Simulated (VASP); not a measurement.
Input:

```xyz
3
Lattice="1.9011 -3.2929 0.0000 1.9011 3.2929 0.0000 0.0000 0.0000 6.8133" Properties=species:S:1:pos:R:3 pbc="T T T"
Zr     0.0000     0.0000     0.0000
Se     1.9011     1.0976     1.5821
Se     1.9011    -1.0976     5.2312
```

These are PBE GGA, VASP's PBE PAW potentials (set 64) (plane waves; VASP) values and carry that method's errors. Run with 520 eV cut-off, Gaussian smearing of 0.050 eV, potentials Zr_sv Se.

Without a dispersion term in the relaxation, distances and binding between the weakly bound layers, chains or molecules are unreliable, and so is what depends on them.

### Question
Give the energies of bands 7 to 15 at the high-symmetry points, in eV from the valence-band maximum.

### Answer

```json
[
 {"band": "7", "Γ": "-4.30", "M": "-4.43", "K": "-3.48", "A": "-3.73", "L": "-4.47", "H": "-3.47"},
 {"band": "8", "Γ": "-2.51", "M": "-3.00", "K": "-3.40", "A": "-2.50", "L": "-3.28", "H": "-3.47"},
 {"band": "9", "Γ": "-2.51", "M": "-2.54", "K": "-3.40", "A": "-2.50", "L": "-2.50", "H": "-3.34"},
 {"band": "10", "Γ": "-0.45", "M": "-2.40", "K": "-2.17", "A": "-1.69", "L": "-2.46", "H": "-2.10"},
 {"band": "11", "Γ": "0.00", "M": "-1.79", "K": "-2.17", "A": "-0.05", "L": "-1.21", "H": "-2.04"},
 {"band": "12", "Γ": "0.00", "M": "-1.13", "K": "-1.84", "A": "-0.05", "L": "-1.02", "H": "-2.04"},
 {"band": "13", "Γ": "1.11", "M": "0.56", "K": "1.82", "A": "1.10", "L": "0.41", "H": "1.84"},
 {"band": "14", "Γ": "1.11", "M": "2.57", "K": "2.53", "A": "1.10", "L": "2.56", "H": "2.28"},
 {"band": "15", "Γ": "1.54", "M": "2.92", "K": "2.53", "A": "1.89", "L": "2.91", "H": "2.28"}
]
```

The gap is indirect, 0.41 eV, from the valence maximum at Γ to the conduction minimum at L.

The compound is ZrSe2 in the 1T layered structure. It was relaxed first, which changed the volume by +13 %.
